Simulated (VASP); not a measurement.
The input files of a VASP run:

### KPOINTS
```
Automatic mesh
0
Gamma
1 1 1
0 0 0
```

File POSCAR:
```
Bi2O3
1.0
  3.8314670000   0.0000000000   0.0000000000
 -1.9157340000   3.3181480000   0.0000000000
  0.0000000000   0.0000000000   5.9700060000
Bi O
2 3
Direct
  0.3333330000   0.6666670000   0.2467000000
  0.6666670000   0.3333330000   0.7533000000
  0.0000000000   0.0000000000   0.0000000000
  0.3333330000   0.6666670000   0.6470000000
  0.6666670000   0.3333330000   0.3530000000
```

### INCAR
```
ALGO=Normal
EDIFF=1E-6
ENCUT=400
ISIF=2
ISMEAR=-1
LASPH=.True.
LCHARG=.False.
LMAXMIX=4
LREAL=.False.
LWAVE=.False.
NELM=100
PREC=Accurate
SIGMA=0.136
SYSTEM=Bi2O3
```

POTCAR, in this order: Bi_d O (LDA.64 set). Program: vasp_std.

Question: Write an equivalent input for Quantum ESPRESSO's pw.x.

Answer: One equivalent input (not run):
```
&CONTROL
  calculation = 'scf'
  pseudo_dir = './pseudo'
  outdir = './out'
  tprnfor = .true.
  tstress = .true.
/
&SYSTEM
  ibrav = 0
  nat = 5
  ntyp = 2
  ecutwfc = 84
  occupations = 'smearing'
  smearing = 'fermi-dirac'
  degauss = 0.009996
  input_dft = 'pz'
/
&ELECTRONS
  conv_thr = 7.3e-08
  electron_maxstep = 100
/
ATOMIC_SPECIES
  Bi 208.980 Bi.upf
  O 15.999 O.upf
CELL_PARAMETERS angstrom
     3.8314670    0.0000000    0.0000000
    -1.9157340    3.3181480    0.0000000
     0.0000000    0.0000000    5.9700060
ATOMIC_POSITIONS crystal
  Bi   0.3333330  0.6666670  0.2467000
  Bi   0.6666670  0.3333330  0.7533000
  O    0.0000000  0.0000000  0.0000000
  O    0.3333330  0.6666670  0.6470000
  O    0.6666670  0.3333330  0.3530000
K_POINTS automatic
  1 1 1 0 0 0
```
What does not carry over: the potentials are each code's own (VASP's PAW set, PseudoDojo norm-conserving files in pw.x), so ENCUT and ecutwfc are chosen apart and not converted; conv_thr bounds pw.x's estimated SCF error, while EDIFF bounds the energy change between steps.

The structure was generated: Bi2O3 was put into an ordered model structure, which need not be its known phase. The cell was not relaxed at this level. The k-mesh is coarse (spacing up to 1.89 per Å, 2π included), so the numbers may not be converged in it. The run is one of a series of settings (KPOINTS 1×1×1 Γ-centred mesh against the base run), some of them coarse on purpose.
